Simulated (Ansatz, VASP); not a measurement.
# Cross-check of Te7Pt16Se25 (1T-PtSe2, 1 layer, Te on Se sites) between VASP and Ansatz

One calculation is typed for both programs; each brings its own data sets. How far apart do they land? Of the first pair: The structure shown is the start of the Ansatz relaxation below; VASP solves that cell, so the two are compared at the walk's first step.

Calculated with Ansatz 0.2.0; plane waves, with VASP 6.6.1 beside it; single point at RPBE.

## (1) The starting structure

The cell holds 48 atoms: 16 Pt, 25 Se and 7 Te. Cell: a = 14.920 Å, b = 14.920 Å, c = 14.600 Å, α = 90.0°, β = 90.0°, γ = 120.0°. It derives from PtSe2 (1T-PtSe2). 1 layer of 1T-PtSe2 (a = 3.73 A), 4 x 4 cells;; 7 of 32 Se replaced by Te at random; (so at first; earlier steps may have moved the atoms), displaced by a Gaussian of 0.02 A. Vacuum lies along c.

## (2) Ansatz: relaxation, RPBE

Ansatz runs on its default PAW (the set named soft_2) files.

The two programs are compared at the cell with which this relaxation starts, whose forces are those of its first step.

Contents of input.yaml:

```yaml
crystal:
  lattice:
    - [14.92, 0.0, 0.0]
    - [-7.46, 12.9211, 0.0]
    - [0.0, 0.0, 14.6]
  atoms:
    - { symbol: Pt, position: [0.00014, 0.99825, 0.49907] }
    - { symbol: Se, position: [0.08546, 0.16947, 0.58946] }
    - { symbol: Se, position: [0.16794, 0.08659, 0.41497] }
    - { symbol: Pt, position: [0.99905, 0.25091, 0.49988] }
    - { symbol: Te, position: [0.08504, 0.41986, 0.5888] }
    - { symbol: Se, position: [0.1671, 0.3333, 0.41049] }
    - { symbol: Pt, position: [0.99985, 0.50007, 0.50137] }
    - { symbol: Se, position: [0.08409, 0.66816, 0.59179] }
    - { symbol: Se, position: [0.16592, 0.58377, 0.4101] }
    - { symbol: Pt, position: [0.99864, 0.74902, 0.4995] }
    - { symbol: Se, position: [0.08105, 0.91398, 0.58828] }
    - { symbol: Se, position: [0.16806, 0.83378, 0.41149] }
    - { symbol: Pt, position: [0.25214, 0.00076, 0.50288] }
    - { symbol: Se, position: [0.33294, 0.16661, 0.58823] }
    - { symbol: Te, position: [0.41683, 0.08, 0.41112] }
    - { symbol: Pt, position: [0.24801, 0.24777, 0.49701] }
    - { symbol: Te, position: [0.33182, 0.41627, 0.58953] }
    - { symbol: Te, position: [0.41704, 0.33368, 0.41055] }
    - { symbol: Pt, position: [0.24971, 0.50101, 0.49962] }
    - { symbol: Se, position: [0.33351, 0.66499, 0.59018] }
    - { symbol: Te, position: [0.41789, 0.58222, 0.41169] }
    - { symbol: Pt, position: [0.25168, 0.74998, 0.5005] }
    - { symbol: Se, position: [0.33442, 0.91771, 0.5919] }
    - { symbol: Se, position: [0.41733, 0.83153, 0.41285] }
    - { symbol: Pt, position: [0.4984, 0.99812, 0.50191] }
    - { symbol: Te, position: [0.58492, 0.16662, 0.58823] }
    - { symbol: Se, position: [0.66709, 0.08514, 0.40843] }
    - { symbol: Pt, position: [0.49983, 0.25031, 0.50087] }
    - { symbol: Se, position: [0.583, 0.41711, 0.58831] }
    - { symbol: Se, position: [0.67032, 0.3369, 0.41003] }
    - { symbol: Pt, position: [0.50104, 0.49991, 0.50111] }
    - { symbol: Se, position: [0.58206, 0.66733, 0.58913] }
    - { symbol: Te, position: [0.66654, 0.58063, 0.40932] }
    - { symbol: Pt, position: [0.49932, 0.7507, 0.49841] }
    - { symbol: Se, position: [0.58196, 0.91548, 0.58994] }
    - { symbol: Se, position: [0.6676, 0.83565, 0.411] }
    - { symbol: Pt, position: [0.74895, 0.99969, 0.49926] }
    - { symbol: Se, position: [0.83135, 0.16547, 0.58574] }
    - { symbol: Se, position: [0.91737, 0.08292, 0.41102] }
    - { symbol: Pt, position: [0.75217, 0.25004, 0.4993] }
    - { symbol: Se, position: [0.83586, 0.41759, 0.58783] }
    - { symbol: Se, position: [0.91669, 0.3323, 0.4115] }
    - { symbol: Pt, position: [0.75121, 0.50064, 0.50034] }
    - { symbol: Se, position: [0.831, 0.66665, 0.58674] }
    - { symbol: Se, position: [0.91693, 0.58418, 0.40797] }
    - { symbol: Pt, position: [0.74756, 0.7497, 0.50069] }
    - { symbol: Se, position: [0.83182, 0.91395, 0.59151] }
    - { symbol: Se, position: [0.91173, 0.83336, 0.41007] }
kpoints:
  mp_grid: { grid: [1, 1, 1] }
hamiltonian:
  xc: rpbe
scf:
  occupations: { method: gaussian, width: 0.05 }
output:
  forces: true
relax:
  f_tol: 0.05
  max_steps: 136
```

On the command line:

```
ansatz run input.yaml --threads 4 --pin off --max-ram 8192MiB --backend cpu --events-out ev --progress --plain --runs-dir out
```

Numbers of over 12 decimals in the logs are rounded to 6 here.

Output:

```text
Engine: ansatz 0.2.0, aarch64-unknown-linux-gnu
Pseudopotentials: kind: paw
Pseudopotential: Pt, paw, valence charge 18, recommended cutoff 420 eV (normal), Pt.paw.azcp
Pseudopotential: Se, paw, valence charge 16, recommended cutoff 420 eV (normal), Se.paw.azcp
Pseudopotential: Te, paw, valence charge 16, recommended cutoff 420 eV (normal), Te.paw.azcp
Functional definition: RPBE
  parameter kappa = 0.804
  parameter beta = 0.066725
  exchange = rpbe_x(kappa = kappa, mu = beta*pi^2/3)
  correlation = pbe_c(beta = beta)
Crystal: 48 atoms, lattice volume = 2814.629 Å³
Basis set: ecut = 420 eV, 54931 PW (Γ), exchange–correlation on 200×200×200 points (8 copies of the dense FFT grid, shifted against one another)
Bands: 480, of which v1, the nominal top of the filled ones, is band 400 counted from 1 (399 counted from 0)
Symmetry: 1 space group operations
Space group: P1 (ITA 1), of the structure as read, at distance tolerance 1.4e-4 Å
k-points: 1
Non-local potential: Pt, projectors of the file, l = 0: 3, l = 1: 2, l = 2: 2, l = 3: 1
Non-local potential: Se, projectors of the file, l = 0: 2, l = 1: 2, l = 2: 3, l = 3: 1
Non-local potential: Te, projectors of the file, l = 0: 2, l = 1: 2, l = 2: 2, l = 3: 2
PAW form: soft (Blöchl's): semilocal exchange-correlation on the pseudo side does not see the compensation charge
PAW frozen core: Pt, regenerated for the run's functional, and the local potential with it (the file was generated under x = pbe(κ = 0.804, μ = 0.219515), c = pbe(β = 0.066725))
PAW frozen core: Se, regenerated for the run's functional, and the local potential with it (the file was generated under x = pbe(κ = 0.804, μ = 0.219515), c = pbe(β = 0.066725))
PAW frozen core: Te, regenerated for the run's functional, and the local potential with it (the file was generated under x = pbe(κ = 0.804, μ = 0.219515), c = pbe(β = 0.066725))
PAW one-centre angular grid: Pt, 590 points (default); XC on 64 Gauss nodes
PAW one-centre angular grid: Se, 590 points (default); XC on 64 Gauss nodes
PAW one-centre angular grid: Te, 590 points (default); XC on 64 Gauss nodes
Initial density: superposition of atomic densities (neutral atoms: chi_scale 0, normalization atom), corrected by the library's trained network
Initial wavefunctions: pseudopotential atomic-orbital guess
Functional: x = rpbe, c = pbe(β = 0.066725)
SCF iter   1: F=—  HF=-386402.853068 eV  |F-HF|=—  |Δ(HF+E_count)|=         —  Δρ=2.49e-3  dr2=1.91e-1  ethr=1.77e-3  ⟨swp⟩=7.0  Hψ=1803  notcnv=0  defer=30
preconditioner: auto → Resta (q_TF=auto, 2.212 Å⁻¹)  ε∞=3.0  [insulator: Δε(μ)=1.084 eV  Ē_g=9.297 eV  σ=0.050 eV  W_gap=1.00  n_scr=526 (ndim 8)  ℏωp=13.1 eV  f_vac=0.608  D(μ)=0.00/eV (n_scr^D=0)  ε∞_Penn≈3.0  vacuum switching on, ρ_ref=6.3e-3 e/Å³]
SCF iter   2: F=—  HF=-386402.829963 eV  |F-HF|=—  |Δ(HF+E_count)|=   2.31e-2  Δρ=1.31e-3  dr2=7.60e-2  ethr=2.39e-5  ⟨swp⟩=3.0  Hψ=1124  notcnv=0  defer=68
SCF iter   3: F=—  HF=-386402.826535 eV  |F-HF|=—  |Δ(HF+E_count)|=   3.43e-3  Δρ=7.88e-4  dr2=2.33e-2  ethr=9.51e-6  ⟨swp⟩=2.0  Hψ=556  notcnv=0  defer=68
SCF iter   4: F=—  HF=-386402.828149 eV  |F-HF|=—  |Δ(HF+E_count)|=   1.61e-3  Δρ=5.01e-4  dr2=1.70e-2  ethr=2.91e-6  ⟨swp⟩=2.0  Hψ=556  notcnv=0  defer=68
SCF iter   5: F=—  HF=-386402.827022 eV  |F-HF|=—  |Δ(HF+E_count)|=   1.13e-3  Δρ=1.30e-4  dr2=6.01e-4  ethr=2.12e-6  ⟨swp⟩=2.0  Hψ=547  notcnv=0  defer=68
SCF iter   6: F=—  HF=-386402.827263 eV  |F-HF|=—  |Δ(HF+E_count)|=   2.41e-4  Δρ=6.24e-5  dr2=1.92e-4  ethr=7.51e-8  ⟨swp⟩=2.0  Hψ=588  notcnv=0  defer=68
SCF iter   7: F=—  HF=-386402.827331 eV  |F-HF|=—  |Δ(HF+E_count)|=   6.86e-5  Δρ=3.54e-5  dr2=1.06e-4  ethr=2.41e-8  ⟨swp⟩=2.0  Hψ=567  notcnv=0  defer=68
SCF iter   8: F=-386402.827350 eV  HF=-386402.827347 eV  |F-HF|=3.59e-6  |Δ(HF+E_count)|=   1.52e-5  Δρ=1.46e-5  dr2=9.38e-6  ethr=7.81e-9  ⟨swp⟩=2.0  Hψ=1356  notcnv=0
SCF 1 converged in 8 iterations: F = -386402.827350 eV  dr2 = 9.38e-6
  greatest PAW one-centre occupation: 1.000 electrons in one spin orbital (limit 2), on the Pt atom at site 30 (counted from 0), in its partial waves of l = 0
relax step   1: F+E_penalty+E_count = -386402.82735015 eV  Δ(F+E_penalty+E_count) = +0.000e0 eV  max|allowed force component| = 3.444e0 eV/Å  Δτ_max = 0.0000 Å  (8 SCF iters, dr2 threshold 6.25e-5 eV, accepted)
Initial density: handed on by an earlier stage of this run
Initial wavefunctions: those handed on with the density
iter 1 solved again at ethr=5.62e-5 eV; its pass at ethr=3.10e-3 eV (dr2=4.49e-1 eV) is discarded
SCF iter   1: F=—  HF=-386406.065196 eV  |F-HF|=—  |Δ(HF+E_count)|=         —  Δρ=6.13e-3  dr2=4.59e-1  ethr=5.62e-5  ⟨swp⟩=2.0  Hψ=1581  notcnv=0  defer=67
[...]
SCF iter   3: F=—  HF=-386406.359798 eV  |F-HF|=—  |Δ(HF+E_count)|=   2.85e-4  Δρ=1.65e-4  dr2=2.67e-3  ethr=2.60e-7  ⟨swp⟩=2.0  Hψ=795  notcnv=0  defer=68
SCF iter   4: F=—  HF=-386406.359534 eV  |F-HF|=—  |Δ(HF+E_count)|=   2.64e-4  Δρ=4.84e-5  dr2=1.52e-4  ethr=2.60e-7  ⟨swp⟩=2.0  Hψ=546  notcnv=0  defer=68
SCF iter   5: F=—  HF=-386406.359548 eV  |F-HF|=—  |Δ(HF+E_count)|=   1.39e-5  Δρ=1.96e-5  dr2=1.56e-5  ethr=1.91e-8  ⟨swp⟩=2.0  Hψ=544  notcnv=0  defer=68
[...]
SCF 4 converged in 9 iterations: F = -386406.358875 eV  dr2 = 4.97e-8
relax step   4: F+E_penalty+E_count = -386406.35887470 eV  Δ(F+E_penalty+E_count) = -9.546e-3 eV  max|allowed force component| = 2.090e-2 eV/Å  Δτ_max = 0.0204 Å  (9 SCF iters, accepted)
SCF converged after 9 iterations
Free energy (F): -386406.358875 eV
Harris-Foulkes:  -386406.358875 eV  (|F-HF|=1.15e-8)
Internal energy: -386406.358875 eV  (E = F + TS)
E sigma→0 (E₀):  -386406.358875 eV
Fermi energy:    1.876439 eV
--- Per-component energies (eV) ---
  E_band       = -23310.890213
  E_kinetic    = 14407.005370
  E_local      = -468261.295000  (includes V_loc(G=0)·N_el)
  E_nonlocal   = -13924.625471
  E_hartree    = 227124.150842
  E_xc         = -7669.060229
  E_vxc        = -8017.707582  (∫ρ·V_xc dr)
  E_paw        = -232111.563383  (= ΣΔE_a)
  E_vpaw       = -1762.547121  (= ΣTr[D̂ρ^β])
  E_aug_tail   = -0.012725  (compensation charges beyond the density's cutoff)
  E_ewald      = 94036.776730
  E_core_change = -7.735008  (= ΣΔE_core)
  E_smearing   = -0.000000  (= −TS)
  E_closure    = 0.000000  (closes the sum)
  Σ components = -386406.358875   (vs F -386406.358875, Δ=0.00e0)
--- Forces (eV/Å), atoms counted from 1 ---
  atom   1  Pt     0.00235658    -0.00054413    -0.00096434
  atom   2  Se    -0.00304859    -0.00302564    -0.00084144
  atom   3  Se    -0.00295286     0.00263182    -0.00238095
  atom   4  Pt     0.00263985    -0.00236569    -0.00720616
  atom   5  Te    -0.00587804    -0.00160835     0.01222943
  atom   6  Se     0.00120824    -0.00312210     0.00300779
  atom   7  Pt    -0.00397645     0.00671389    -0.00342063
  atom   8  Se     0.00086468    -0.00362152    -0.00319749
  atom   9  Se     0.00818545     0.00108095    -0.00025505
  atom  10  Pt    -0.00145986    -0.00174465     0.00315935
  atom  11  Se     0.00024096     0.00136961     0.00281450
  atom  12  Se    -0.00241688    -0.00513383     0.00144423
  atom  13  Pt     0.00619746     0.00363441    -0.00293325
  atom  14  Se     0.00007345    -0.00464011    -0.00245683
  atom  15  Te     0.00483784    -0.00842489     0.00142275
  atom  16  Pt    -0.00007238    -0.00090979    -0.00063056
  atom  17  Te     0.01638433     0.00838619    -0.01136627
  atom  18  Te    -0.00412124    -0.01444922     0.00572601
  atom  19  Pt     0.00039699    -0.00033095     0.00067415
  atom  20  Se    -0.00489884     0.00949562    -0.00047760
  atom  21  Te    -0.02090065     0.00421173     0.00853682
  atom  22  Pt    -0.00034300    -0.00088339    -0.00663818
  atom  23  Se    -0.00205519    -0.00179515    -0.00322769
  atom  24  Se    -0.00243643     0.00430861    -0.00117892
[...]
atom  41  Se     0.00205062     0.00622199    -0.00476133
  atom  42  Se    -0.00433405    -0.00300653    -0.00528740
  atom  43  Pt     0.00328025    -0.00768348    -0.00945645
  atom  44  Se    -0.00076153     0.00297550     0.00406640
  atom  45  Se    -0.00396003    -0.00152083     0.00402202
  atom  46  Pt    -0.00211721     0.00665271     0.00556997
  atom  47  Se     0.00302042    -0.00442962    -0.00001139
  atom  48  Se    -0.00129316    -0.00403634    -0.00018872
  max |Σ_I F_I| component: 3.81e-5 eV/Å
--- Relaxed structure (4 steps of the walk, 4 accepted, 0 SCFs on fresh bases) ---
  F+E_penalty+E_count = -386406.35887470 eV   max|allowed force component| = 2.090e-2 eV/Å
  atoms:
    - { symbol: Pt, position: [-0.00144493, 0.998463, 0.501936] }
    - { symbol: Se, position: [0.081008, 0.161083, 0.598287] }
    - { symbol: Se, position: [0.160217, 0.079197, 0.405249] }
    - { symbol: Pt, position: [0.997783, 0.246596, 0.509811] }
    - { symbol: Te, position: [0.081222, 0.417427, 0.613461] }
    - { symbol: Se, position: [0.160602, 0.332039, 0.415735] }
    - { symbol: Pt, position: [0.998735, 0.501954, 0.505482] }
    - { symbol: Se, position: [0.083984, 0.670860, 0.592009] }
    - { symbol: Se, position: [0.161670, 0.581160, 0.410101] }
    - { symbol: Pt, position: [0.999742, 0.750368, 0.497423] }
    - { symbol: Se, position: [0.082096, 0.914877, 0.591656] }
    - { symbol: Se, position: [0.164178, 0.830761, 0.404833] }
    - { symbol: Pt, position: [0.246470, -0.0027069, 0.495376] }
    - { symbol: Se, position: [0.332468, 0.164403, 0.585481] }
    - { symbol: Te, position: [0.419292, 0.081043, 0.395749] }
    - { symbol: Pt, position: [0.244225, 0.244685, 0.499390] }
    - { symbol: Te, position: [0.338095, 0.417289, 0.599945] }
    - { symbol: Te, position: [0.411335, 0.330266, 0.390414] }
    - { symbol: Pt, position: [0.247647, 0.501522, 0.503107] }
    - { symbol: Se, position: [0.336498, 0.671050, 0.589006] }
    - { symbol: Te, position: [0.412476, 0.584947, 0.390915] }
    - { symbol: Pt, position: [0.249018, 0.750096, 0.497727] }
    - { symbol: Se, position: [0.330218, 0.915366, 0.588830] }
    - { symbol: Se, position: [0.416235, 0.833383, 0.405388] }
    - { symbol: Pt, position: [0.500090, 0.995738, 0.503387] }
    - { symbol: Te, position: [0.580561, 0.165302, 0.608420] }
    - { symbol: Se, position: [0.669486, 0.084966, 0.416750] }
    - { symbol: Pt, position: [0.501792, 0.251929, 0.497108] }
    - { symbol: Se, position: [0.586398, 0.421650, 0.586088] }
    - { symbol: Se, position: [0.671827, 0.330461, 0.411046] }
    - { symbol: Pt, position: [0.503816, 0.502957, 0.489913] }
    - { symbol: Se, position: [0.586014, 0.668435, 0.583928] }
    - { symbol: Te, position: [0.674689, 0.587383, 0.386183] }
    - { symbol: Pt, position: [0.502188, 0.753522, 0.496325] }
    - { symbol: Se, position: [0.583931, 0.913422, 0.598187] }
    - { symbol: Se, position: [0.670170, 0.840352, 0.406916] }
    - { symbol: Pt, position: [0.750697, 1.000254, 0.506241] }
    - { symbol: Se, position: [0.832553, 0.163651, 0.602081] }
    - { symbol: Se, position: [0.915455, 0.083218, 0.412651] }
    - { symbol: Pt, position: [0.753349, 0.250733, 0.509217] }
    - { symbol: Se, position: [0.833244, 0.419696, 0.598118] }
    - { symbol: Se, position: [0.919205, 0.333480, 0.416983] }
    - { symbol: Pt, position: [0.753315, 0.499966, 0.496120] }
    - { symbol: Se, position: [0.832011, 0.667026, 0.586061] }
    - { symbol: Se, position: [0.919778, 0.583651, 0.405439] }
    - { symbol: Pt, position: [0.752989, 0.754271, 0.494626] }
    - { symbol: Se, position: [0.833360, 0.915173, 0.595521] }
    - { symbol: Se, position: [0.919692, 0.836718, 0.405301] }
```

The column dr2 measures how far the density is from self-consistency, as an energy; F and HF (Harris–Foulkes) agree once it is small.

(Part 1 of 2 ends here.)

[Lines on the potential files, build, host, timing and source positions are cut from VASP's logs without a mark.]

[Logs are printed without paths, hosts, clocks, repeated set-up lines and the standing remarks that a program may print on its own settings, such as how far it seeks lower states.]

[Hosts, paths, dates, database ids (printed as entryN), source tags and the programs' standing remarks are cut or masked in the printed files.]
